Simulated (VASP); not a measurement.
Consider the following.

```yaml
crystal:
  lattice:
    - [0.00000, 2.41535, 2.41535]
    - [2.41535, 0.00000, 2.41535]
    - [2.41535, 2.41535, 0.00000]
  atoms:
    - { symbol: Gd, position: [0.00000, 0.00000, 0.00000] }
    - { symbol: N, position: [0.50000, 0.50000, 0.50000] }
```

Method: MS2 meta-GGA, VASP's PBE PAW potentials (set 64) (plane waves; VASP). Settings: 520 eV cut-off, 13×13×13 Γ-centred mesh, first-order Methfessel-Paxton smearing of 0.10 eV, potentials Gd_3 N.

The 4f electrons are frozen in the core of the lanthanide potential, so 4f levels, which can set the real gap, and their magnetism are missing.

**Question.** What does the run give for the energy per atom (σ→0), pressure, band gap (on the k-mesh) with the smallest direct gap where there is one?

**Answer.** 
The band gap (on the k-mesh) is none (metal, semimetal or under 0.01 eV), the energy per atom (σ→0) comes out as -2.952 eV/atom and the pressure comes out as 11.96 GPa.

Total energies compare only between runs with the same potentials, cut-off and functional.

The compound is GdN in the rock salt structure. This cell is one point of a volume scan, at 0.94 of the reference volume.
